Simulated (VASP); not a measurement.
Given:

```yaml
crystal:
  lattice:
    - [4.98133, 0.00000, 0.00000]
    - [0.00000, 8.57415, 0.00000]
    - [0.00000, 0.00000, 4.56366]
  atoms:
    - { symbol: Ba, position: [0.50000, 0.66183, 0.25921] }
    - { symbol: Ba, position: [0.00000, 0.33817, 0.75921] }
    - { symbol: Ga, position: [0.00000, 0.85828, 0.66898] }
    - { symbol: Ga, position: [0.50000, 0.14172, 0.16898] }
    - { symbol: H, position: [0.00000, 0.84132, 0.32225] }
    - { symbol: H, position: [0.50000, 0.15868, 0.82225] }
    - { symbol: H, position: [0.74225, 0.76373, 0.77473] }
    - { symbol: H, position: [0.75775, 0.23627, 0.27473] }
    - { symbol: H, position: [0.25775, 0.76373, 0.77473] }
    - { symbol: H, position: [0.24225, 0.23627, 0.27473] }
    - { symbol: H, position: [0.00000, 0.02867, 0.78802] }
    - { symbol: H, position: [0.50000, 0.97133, 0.28802] }
    - { symbol: H, position: [0.00000, 0.51677, 0.26353] }
    - { symbol: H, position: [0.50000, 0.48323, 0.76353] }
```

Computed with r2SCAN meta-GGA, VASP's PBE PAW potentials (set 64) (plane waves; VASP). Numerical set-up: LREAL = Auto, 400 eV cut-off, 5×3×6 Γ-centred mesh, tetrahedra with Blöchl corrections, potentials Ba_sv Ga_d H.

The cores are frozen, which limits the accuracy of field gradients.

Give the principal components of the electric field gradient (V/Å²) and the asymmetry η at each nucleus.

| atom | Vxx | Vyy | Vzz | η |
|---|---|---|---|---|
| Ba1 | -36.7 | -6.5 | 43.2 | 0.70 |
| Ba2 | -36.7 | -6.5 | 43.2 | 0.70 |
| Ga3 | 20.6 | 17.5 | -38.2 | 0.08 |
| Ga4 | 20.6 | 17.5 | -38.2 | 0.08 |
| H5 | -5.4 | -4.2 | 9.6 | 0.12 |
| H6 | -5.4 | -4.2 | 9.6 | 0.12 |
| H7 | -6.3 | -4.1 | 10.4 | 0.22 |
| H8 | -6.3 | -4.1 | 10.4 | 0.22 |
| H9 | -6.3 | -4.1 | 10.4 | 0.22 |
| H10 | -6.3 | -4.1 | 10.4 | 0.22 |
| H11 | -6.6 | -6.3 | 12.8 | 0.02 |
| H12 | -6.6 | -6.3 | 12.8 | 0.02 |
| H13 | 0.3 | 0.2 | -0.5 | - |
| H14 | 0.3 | 0.2 | -0.5 | - |

The structure comes from a computed database's BaGaH5 entry (Pmn2_1); how it stands against other phases isn't given here. It was relaxed first.
